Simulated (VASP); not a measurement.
# Be2VC2 (P1) in VASP: density of states with PBE

Aim: the density of states of Be2VC2 with PBE.

Program: VASP 6.6.1. These are calculated values, not measurements. Logs are shortened: lines on timing, memory, paths and dates and some standing lists are left out, and cuts for length are marked.

### Step 1. The crystal as given

The typed cell holds 10 atoms: a = 2.677 Å, b = 4.606 Å, c = 6.559 Å, α = 89.52°, β = 89.17°, γ = 72.44°.

The cell was built by a generator and needn't be a form met in nature.

### Step 2. Density of states, PBE

POSCAR

```
Be2VC2
1.0
    2.6769350000     -0.0154910000     -0.0193490000
    1.3636640000     -4.3989940000     -0.0193290000
    0.0474510000     -0.0145560000     -6.5587570000
Be V C
4 2 4
Direct
    0.1517680000      0.7557890000      0.9380690000
    0.8340830000      0.3100990000      0.4033770000
    0.8443180000      0.2937390000      0.0715140000
    0.1442170000      0.7269790000      0.5667490000
    0.4172350000      0.1488870000      0.7589650000
    0.5212800000      0.8022270000      0.2452400000
    0.7018270000      0.5160310000      0.7328690000
    0.2110120000      0.4978680000      0.2580820000
    0.4713350000      0.9579950000      0.0026660000
    0.4644880000      0.0062910000      0.4841570000
```

INCAR.step1

```
PREC = Accurate ; ENCUT = 520
EDIFF = 1E-6 ; ISMEAR = -1
SIGMA = 0.1 ; LREAL = False
LASPH = True ; NELM = 100
ALGO = Fast ; ISIF = 2
LWAVE = False ; LCHARG = True
LMAXMIX = 4 ; GGA = PE
NBANDS = 36
```

KPOINTS.step1

```
Automatic mesh
0
Gamma
  7 4 3
  0 0.5 0.5
```

INCAR.step2

```
PREC = Accurate ; ENCUT = 520
EDIFF = 1E-6 ; ISMEAR = -5
SIGMA = 0.1 ; LREAL = False
LASPH = True ; NELM = 100
ALGO = Fast ; ISIF = 2
LWAVE = False ; LCHARG = False
LMAXMIX = 4 ; GGA = PE
LORBIT = 10 ; NEDOS = 1001
ICHARG = 11
```

KPOINTS.step2

```
Automatic mesh
0
Gamma
  11 6 5
```

Potentials or basis: VASP PAW PBE potentials, release 64 (Be, V_sv, C).

Launch:

```console
cat potpaw_PBE.64/Be/POTCAR potpaw_PBE.64/V_sv/POTCAR potpaw_PBE.64/C/POTCAR > POTCAR
cp INCAR.step1 INCAR
cp KPOINTS.step1 KPOINTS
mpirun -np 1 vasp_std > vasp.out
cp INCAR.step2 INCAR
cp KPOINTS.step2 KPOINTS
mpirun -np 1 vasp_std > vasp.out
```

OUTCAR:

```text
PREC = Accurate
   ENCUT = 520
   EDIFF = 1E-6
   ISMEAR = -5
   LREAL = False
   LASPH = True
   NELM = 100
   ISIF = 2
   GGA = PE
   LORBIT = 10
   ICHARG = 11

 ion  position               nearest neighbor table
   1  0.152  0.756  0.938-   9 1.51   9 1.82   7 2.05   6 2.30   5 2.42   5 2.53   6 2.58
   2  0.834  0.310  0.403-   8 1.78   8 1.90  10 1.92  10 2.01   3 2.18   6 2.40
   3  0.844  0.294  0.072-   9 1.96   8 1.99   8 2.06   9 2.13   2 2.18   5 2.51   6 2.52   5 2.55

   4  0.144  0.727  0.567-  10 1.82   7 1.87  10 1.97   7 2.04   6 2.39   5 2.61   5 2.62
   5  0.417  0.149  0.759-   9 1.80  10 1.91   7 2.06   7 2.15   1 2.42   3 2.51   1 2.53   3 2.55
                             4 2.61   4 2.62
   6  0.521  0.802  0.245-   9 1.73  10 1.81   8 1.83   8 1.96   1 2.30   4 2.39   2 2.40   3 2.52
                             1 2.58
   7  0.702  0.516  0.733-   4 1.87   4 2.04   1 2.05   5 2.06   5 2.15
   8  0.211  0.498  0.258-   2 1.78   6 1.83   2 1.90   6 1.96   3 1.99   3 2.06
   9  0.471  0.958  0.003-   1 1.51   6 1.73   5 1.80   1 1.82   3 1.96   3 2.13
  10  0.464  0.006  0.484-   6 1.81   4 1.82   5 1.91   2 1.92   4 1.97   2 2.01

  Warning from LATTYP: Got some problem with cell dimensions!
  Tried to take original basis but could not verify dimensions!
  LATTYP: Found a triclinic cell.
 ALAT       =    12.1339665373
 B/A-ratio  =     0.3771232056
 C/A-ratio  =     0.5405441640
 COS(alpha) =     0.0000452817
 COS(beta)  =     0.5373848656
 COS(gamma) =     0.8163624586

  Lattice vectors:

 A1 = (   5.2560260000,   8.7660710000,   6.5393680000)
 A2 = (   1.3132710000,   4.3835030000,  -0.0000200000)
 A3 = (  -0.0474510000,   0.0145560000,   6.5587570000)

Analysis of symmetry for initial positions (statically):
=====================================================================
 Subroutine PRICEL returns:
 Original cell was already a primitive cell.

 Routine SETGRP: Setting up the symmetry group for a
 triclinic supercell.

 Subroutine GETGRP returns: Found  1 space group operations
 (whereof  1 operations were pure point group operations)
 out of a pool of  2 trial point group operations.

The static configuration has the point symmetry C_1 .

Analysis of symmetry for dynamics (positions and initial velocities):
=====================================================================
 Subroutine PRICEL returns:
 Original cell was already a primitive cell.

 Routine SETGRP: Setting up the symmetry group for a
 triclinic supercell.

 Subroutine GETGRP returns: Found  1 space group operations
 (whereof  1 operations were pure point group operations)
 out of a pool of  2 trial point group operations.

The dynamic configuration has the point symmetry C_1 .

 Subroutine INISYM returns: Found  1 space group operations
 (whereof  1 operations are pure point group operations),
 and found     1 'primitive' translations

----------------------------------------------------------------------------------------

                                     Primitive cell

  volume of cell :      77.0918

  direct lattice vectors                    reciprocal lattice vectors
     2.676935000 -0.015491000 -0.019349000     0.374250566  0.116004856  0.002450159
     1.363664000 -4.398994000 -0.019329000    -0.001314278 -0.227734300  0.000495907
     0.047451000 -0.014556000 -6.558757000    -0.001100204  0.000328919 -0.152476604

  length of vectors
     2.677049747  4.605551143  6.558944798     0.391824726  0.227738632  0.152480928

  position of ions in fractional coordinates (direct lattice)
     0.151768000  0.755789000  0.938069000
     0.834083000  0.310099000  0.403377000
     0.844318000  0.293739000  0.071514000
     0.144217000  0.726979000  0.566749000
     0.417235000  0.148887000  0.758965000
     0.521280000  0.802227000  0.245240000
     0.701827000  0.516031000  0.732869000
     0.211012000  0.497868000  0.258082000
     0.471335000  0.957995000  0.002666000
     0.464488000  0.006291000  0.484157000

  ion indices of the primitive-cell ions
   primitive index   ion index
                 1           1
                 2           2
                 3           3
                 4           4
                 5           5
                 6           6
                 7           7
                 8           8
                 9           9
                10          10

----------------------------------------------------------------------------------------

 KPOINTS: Automatic mesh

Automatic generation of k-mesh.
 Grid dimensions read from file:
 generate k-points for:   11    6    5

 Generating k-lattice:

  Cartesian coordinates                     Fractional coordinates (reciprocal lattice)
     0.034022779  0.010545896  0.000222742     0.090909091  0.000000000  0.000000000
    -0.000219046 -0.037955717  0.000082651    -0.000000000  0.166666667 -0.000000000
    -0.000220041  0.000065784 -0.030495321     0.000000000  0.000000000  0.200000000

  Length of vectors
     0.035620430  0.037956439  0.030496186

  Shift w.r.t. Gamma in fractional coordinates (k-lattice)
     0.000000000  0.000000000  0.000000000

 TETIRR: Found    988 inequivalent tetrahedra from     1980

 Subroutine IBZKPT returns following result:
 ===========================================

 Found    166 irreducible k-points:

 Following reciprocal coordinates:
            Coordinates               Weight
  0.000000  0.000000  0.000000      1.000000
  0.090909  0.000000  0.000000      2.000000
  0.181818  0.000000  0.000000      2.000000
  0.272727  0.000000  0.000000      2.000000
  0.363636 -0.000000 -0.000000      2.000000
  0.454545  0.000000  0.000000      2.000000
[... 16 lines left out ...]
  0.454545  0.333333  0.000000      2.000000
 -0.454545  0.333333 -0.000000      2.000000
 [... further k-points ...]
   k-points           NKPTS =    166   k-points in BZ     NKDIM =    166   number of bands    NBANDS=     31
   number of dos      NEDOS =   1001   number of ions     NIONS =     10
   total plane-waves  NPLWV =  36000
   dimension x,y,z NGX =    20 NGY =   36 NGZ =   50
   dimension x,y,z NGXF=    40 NGYF=   72 NGZF=  100
   ions per type =               4   2   4
   NGX,Y,Z   is equivalent  to a cutoff of  12.42, 12.99, 12.67 a.u.
   NGXF,Y,Z  is equivalent  to a cutoff of  24.84, 25.99, 25.35 a.u.
 SYSTEM =  unknown system
   PREC   = accura    normal or accurate (medium, high low for compatibility)
   ISTART =      0    job   : 0-new  1-cont  2-samecut
   ICHARG =     11    charge: 1-file 2-atom 10-const
   ISPIN  =      1    spin polarized calculation?
   LNONCOLLINEAR =      F non collinear calculations
   LSORBIT =      F    spin-orbit coupling
   LASPH  =      T    aspherical Exc in radial PAW
   ENCUT  =  520.0 eV  38.22 Ry    6.18 a.u.   4.98  8.56 12.20*2*pi/ulx,y,z
   NELM   =    100;   NELMIN=  2; NELMDL=  0     # of ELM steps
   EDIFF  = 0.1E-05   stopping-criterion for ELM
   LREAL  =      F    real-space projection
   EDIFFG = 0.1E-04   stopping-criterion for IOM
   NSW    =      0    number of steps for IOM
   IBRION =     -1    ionic relax: 0-MD 1-quasi-New 2-CG
   NFREE  =      0    steps in history (QN), initial steepest desc. (CG)
   ISIF   =      2    stress and relaxation
   ISYM   =      2    0-nonsym 1-usesym 2-fastsym
   POTIM  = 0.5000    time-step for ionic-motion
   TEBEG  =    0.0;   TEEND  =   0.0 temperature during run
   PSTRESS=    0.0 pullay stress
   NELECT =      50.0000    total number of electrons
   NUPDOWN=      -1.0000    fix difference up-down
   EMIN   =  10.00;   EMAX   =-10.00  energy-range for DOS
   EFERMI =   0.00;   METHOD = LEGACY
   ISMEAR =    -5;   SIGMA  =   0.10  broadening in eV -4-tet -1-fermi 0-gaus
   EFERMI_NEDOS =   21; number of points for ismear=-14 and -15
   IALGO  =     68    algorithm
   IMIX   =      4    mixing-type and parameters
     AMIX     =   0.40;   BMIX     =  1.00
     AMIX_MAG =   1.60;   BMIX_MAG =  1.00
  volume/ion in A,a.u.               =       7.71        52.02
  Fermi-wavevector in a.u.,A,eV,Ry     =   1.417083  2.677899 27.322207  2.008126
  Thomas-Fermi vector in A             =   2.538351
   LORBIT       =     10    0 simple, 1 ext, 2 COOP (PROOUT), +10 PAW based schemes
   GGA     = PE    functional components
   LHFCALC =     F    Hartree Fock is set to
   AEXX    =    0.0000 exact exchange contribution
   IVDW    =     0    specifies the selected vdW correction
   LEPSILON=     F    determine dielectric tensor
   LRPA    =     F    only Hartree local field effects (RPA)
 non-spin polarized calculation
 RMM-DIIS sequential band-by-band and
 Fermi weights with tetrahedron method with Bloechl corrections
  energy-cutoff  :      520.00
  volume of cell :       77.09
 maximum number of plane-waves:      2099

 number of electron      50.0000001 magnetization

 Free energy of the ion-electron system (eV)
  ---------------------------------------------------
  ext. energy  EPLUGINS =         0.00000000
  ---------------------------------------------------
  free energy    TOTEN  =       -64.25919717 eV

  energy without entropy =      -64.25919717  energy(sigma->0) =      -64.25919717

 E-fermi :   9.3065     XC(G=0): -12.3336

 val. band max:        9.3617007476   @ k =   0.3636  -0.3333   0.4000
 cond. band min:       9.1856135991   @ k =   0.4545   0.5000   0.2000
 fundamental gap:     -0.1760871485
 Fermi energy:         9.3064700552

 k-point     1 :       0.0000    0.0000    0.0000
  band No.  band energies     occupation
      1     -54.8033      2.00000
      2     -54.6982      2.00000
      3     -28.9134      2.00000
      4     -28.8588      2.00000
      5     -28.7899      2.00000
      6     -28.7870      2.00000
[... 23 lines left out ...]
     30      12.2196      0.00000
     31      12.6873      0.00000

 k-point     2 :       0.0909    0.0000    0.0000
  band No.  band energies     occupation
      1     -54.7985      2.00000
      2     -54.6929      2.00000
      3     -28.9084      2.00000
      4     -28.8535      2.00000
      5     -28.7846      2.00000
      6     -28.7816      2.00000
[... 23 lines left out ...]
     30      12.3518      0.00000
     31      12.8501      0.00000

 k-point     3 :       0.1818    0.0000    0.0000
  band No.  band energies     occupation
      1     -54.7854      2.00000
      2     -54.6788      2.00000
      3     -28.8950      2.00000
      4     -28.8392      2.00000
      5     -28.7706      2.00000
      6     -28.7670      2.00000
[... 703 lines left out ...]
     30      12.1006      0.00000
     31      12.4034      0.00000

 k-point    24 :      -0.4545    0.3333   -0.0000
  band No.  band energies     occupation
      1     -54.7431      2.00000
      2     -54.6327      2.00000
      3     -28.8523      2.00000
      4     -28.8432      2.00000
      5     -28.7917      2.00000
      6     -28.7642      2.00000
[... 23 lines left out ...]
     30      12.1814      0.00000
     31      12.3765      0.00000

 [... further k-points ...]

------------------------ aborting loop because EDIFF is reached ----------------------------------------

  FORCE on cell =-STRESS in cart. coord.  units (eV):
  Direction    XX          YY          ZZ          XY          YZ          ZX
  --------------------------------------------------------------------------------------
  -------------------------------------------------------------------------------------
  Total       19.9810678      7.4346707     18.9914556     -5.1831783     -2.0722352     -1.3732354
  in kB      415.2609237    154.5126742    394.6940927   -107.7205406    -43.0666822    -28.5395658
  external PRESSURE =     321.4892302 kB  Pullay stress =       0.0000000 kB

 VOLUME and BASIS-vectors are now :
 -----------------------------------------------------------------------------
  energy-cutoff  :      520.00
  volume of cell :       77.09
      direct lattice vectors                 reciprocal lattice vectors
     2.676935000 -0.015491000 -0.019349000     0.374250566  0.116004856  0.002450159
     1.363664000 -4.398994000 -0.019329000    -0.001314278 -0.227734300  0.000495907
     0.047451000 -0.014556000 -6.558757000    -0.001100204  0.000328919 -0.152476604

 POSITION                                       TOTAL-FORCE (eV/Angst)
 -----------------------------------------------------------------------------------
      1.48143     -3.34072     -6.17011        -3.685038      2.923816      2.264300
      2.67480     -1.38292     -2.66778        -0.470264      1.273394     -1.234284
      2.66414     -1.30628     -0.49106        -0.156776      0.770802      0.023375
      1.40431     -3.20846     -3.73401        -0.777517      0.034224     -0.993706
      1.35596     -0.67246     -4.98882        -0.291264     -2.941414      3.539344
      2.50104     -3.54064     -1.63406         2.023093      1.649522     -2.590646
      2.61721     -2.29156     -4.83026         0.561458      1.020044     -0.699734
      1.25604     -2.19714     -1.70640        -0.745673      0.892312      0.866897
      2.56824     -4.22155     -0.04512         3.284028     -4.724054     -0.229962
      1.27496     -0.04192     -3.18458         0.257954     -0.898646     -0.945584
 -----------------------------------------------------------------------------------
    total drift:                               -0.001856      0.020176     -0.001543

  FREE ENERGIE OF THE ION-ELECTRON SYSTEM (eV)
  ---------------------------------------------------
  free  energy   TOTEN  =       -64.2591971690 eV

  energy  without entropy=      -64.2591971690  energy(sigma->0) =      -64.25919717

 total charge

# of ion       s       p       d       tot
------------------------------------------
    1        0.456   0.921   0.000   1.378
    2        0.393   0.738   0.000   1.130
    3        0.353   0.627   0.000   0.981
    4        0.382   0.723   0.000   1.105
    5        2.329   6.347   3.370  12.047
    6        2.404   6.461   3.634  12.500
    7        0.902   1.429   0.000   2.331
    8        0.897   1.594   0.000   2.492
    9        0.941   1.751   0.000   2.692
   10        0.922   1.588   0.000   2.510
--------------------------------------------------
tot          9.980  22.180   7.005  39.165
```

Run time: 5.1 min. Hardware: 1 thread of Intel Xeon Platinum 8488C (Sapphire Rapids), shared host; peak memory 0.43 GiB.

What came out:

```
Valence electrons inside the program's atomic spheres : Be 1.38, 1.13, 0.98, 1.10; V 12.05, 12.50; C 2.33, 2.49, 2.69, 2.51
```

Levels at points of the mesh, in eV from the Fermi level:
```tsv
k point	band 22	band 23	band 24	band 25	band 26	band 27	band 28	band 29
(0.00, 0.00, 0.00)	-2.26	-2.01	-0.95	0.51	0.78	1.16	1.25	2.04
(0.00, 0.50, 0.00)	-1.24	-1.09	-0.46	-0.10	0.75	1.00	1.26	1.48
```

States per cell in windows of 0.5 eV (zero at the Fermi level; states under -8 eV left out):
| from (eV) | total | V5_d | V6_d | C9_p | C10_p | C7_p | C8_p |
| --- | --- | --- | --- | --- | --- | --- | --- |
| -8.0 | 0.75 | 0.03 | 0.06 | 0.09 | 0.01 | 0.02 | 0.03 |
| -7.5 | 1.20 | 0.04 | 0.10 | 0.07 | 0.05 | 0.03 | 0.09 |
| -7.0 | 1.71 | 0.05 | 0.16 | 0.09 | 0.08 | 0.04 | 0.16 |
| -6.5 | 1.15 | 0.04 | 0.12 | 0.06 | 0.06 | 0.03 | 0.11 |
| -6.0 | 2.54 | 0.13 | 0.23 | 0.16 | 0.14 | 0.15 | 0.15 |
| -5.5 | 1.51 | 0.12 | 0.14 | 0.09 | 0.08 | 0.11 | 0.09 |
| -5.0 | 1.44 | 0.14 | 0.18 | 0.10 | 0.07 | 0.09 | 0.08 |
| -4.5 | 1.94 | 0.21 | 0.28 | 0.18 | 0.11 | 0.09 | 0.12 |
| -4.0 | 2.09 | 0.28 | 0.32 | 0.20 | 0.15 | 0.10 | 0.11 |
| -3.5 | 2.35 | 0.34 | 0.39 | 0.18 | 0.16 | 0.15 | 0.14 |
| -3.0 | 2.12 | 0.34 | 0.36 | 0.14 | 0.20 | 0.12 | 0.13 |
| -2.5 | 1.12 | 0.16 | 0.19 | 0.10 | 0.08 | 0.06 | 0.08 |
| -2.0 | 1.39 | 0.21 | 0.18 | 0.09 | 0.09 | 0.08 | 0.10 |
| -1.5 | 1.56 | 0.30 | 0.21 | 0.05 | 0.11 | 0.10 | 0.07 |
| -1.0 | 1.59 | 0.34 | 0.21 | 0.05 | 0.10 | 0.13 | 0.06 |
| -0.5 | 1.63 | 0.44 | 0.25 | 0.05 | 0.08 | 0.12 | 0.07 |
| 0.0 | 1.39 | 0.34 | 0.27 | 0.04 | 0.07 | 0.09 | 0.06 |
| 0.5 | 1.88 | 0.48 | 0.40 | 0.04 | 0.07 | 0.11 | 0.07 |
| 1.0 | 1.94 | 0.54 | 0.47 | 0.04 | 0.06 | 0.08 | 0.07 |
| 1.5 | 1.94 | 0.61 | 0.42 | 0.05 | 0.07 | 0.08 | 0.05 |
| 2.0 | 2.01 | 0.59 | 0.48 | 0.06 | 0.08 | 0.06 | 0.04 |
| 2.5 | 1.38 | 0.39 | 0.37 | 0.04 | 0.06 | 0.04 | 0.03 |
| 3.0 | 1.56 | 0.49 | 0.40 | 0.05 | 0.06 | 0.06 | 0.03 |
| 3.5 | 0.03 | 0.01 | 0.01 | 0.00 | 0.00 | 0.00 | 0.00 |
| 4.0 | 0.00 | 0.00 | 0.00 | 0.00 | 0.00 | 0.00 | 0.00 |
| 4.5 | 0.00 | 0.00 | 0.00 | 0.00 | 0.00 | 0.00 | 0.00 |
| 5.0 | 0.00 | 0.00 | 0.00 | 0.00 | 0.00 | 0.00 | 0.00 |
| 5.5 | 0.00 | 0.00 | 0.00 | 0.00 | 0.00 | 0.00 | 0.00 |
| 6.0 | 0.00 | 0.00 | 0.00 | 0.00 | 0.00 | 0.00 | 0.00 |
| 6.5 | 0.00 | 0.00 | 0.00 | 0.00 | 0.00 | 0.00 | 0.00 |

Caveat: tetrahedron occupations give inexact forces and stress in metals.
